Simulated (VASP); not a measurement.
VASP runs on ZnInGaO4 (space group R3m) share one base input (PBE GGA, plane waves, VASP's PBE PAW potentials (set 64)) and change the settings named in each case.

### KPOINTS
```
Automatic mesh
0
Gamma
8 8 8
0 0 0
```

### INCAR
```
# general
SYSTEM   =  ZnInGaO4
PREC     =  Accurate
ENCUT    =  400
LREAL    =  F
LASPH    =  T

# electronic loop
EDIFF    =  1E-6
NELM     =  100
ALGO     =  Normal
LMAXMIX  =  4

# smearing
ISMEAR   =  -1
SIGMA    =  0.1

# functional
GGA      =  PE

# ions
ISIF     =  2

# output
LWAVE    =  F
LCHARG   =  F
```

### POSCAR
```
ZnInGaO4
1
    1.6475000000     0.9511850000     8.6900000000
   -1.6475000000     0.9511850000     8.6900000000
    0.0000000000    -1.9023690000     8.6900000000
In Ga Zn O
1 1 1 4
Direct
  0.0000000000   0.0000000000   0.0000000000
  0.7829000000   0.7829000000   0.7829000000
  0.2171000000   0.2171000000   0.2171000000
  0.8718000000   0.8718000000   0.8718000000
  0.1282000000   0.1282000000   0.1282000000
  0.7072000000   0.7072000000   0.7072000000
  0.2928000000   0.2928000000   0.2928000000
```

POTCAR, in this order: In_d Ga_d Zn O (PBE.64 set). Program: vasp_std.

```
change       E(σ→0) (eV/atom)  pressure (GPa)  largest force (eV/Å)  −TS (eV)
-----------  ----------------  --------------  --------------------  --------
base run              -5.3232            3.65                 2.008   -0.0053
ENCUT = 160           -4.0119         -439.08                 2.350   -0.0060
ENCUT = 200           -5.3999         -183.65                 2.077   -0.0051
ENCUT = 240           -5.5123          -88.48                 2.064   -0.0057
ENCUT = 280           -5.3904          -42.40                 1.961   -0.0054
ENCUT = 320           -5.3690      (withheld)            (withheld)   -0.0053
ENCUT = 360           -5.3345           -3.59                 2.042   -0.0053
```

**Question.** What belongs in the gaps?

**Answer.** 
- ENCUT = 320, pressure (GPa): -17.46
- ENCUT = 320, largest force (eV/Å): 1.997

Energies of different potentials or functionals have different zeros.  Unless said otherwise, spin-orbit coupling is left out, though it shifts the bands of the heavy elements here.

Left out are runs that ran out of time, are held back, or changed the cell or the kind of run, fixed moments of cells without a moment, rows past the twelfth, gaps on odd meshes, pressures of charged cells and columns that move by less than the noise.

The structure was generated: ZnInGaO4 was put into an ordered model structure, which need not be its known phase. The cell was not relaxed at this level, forces remain on its atoms.
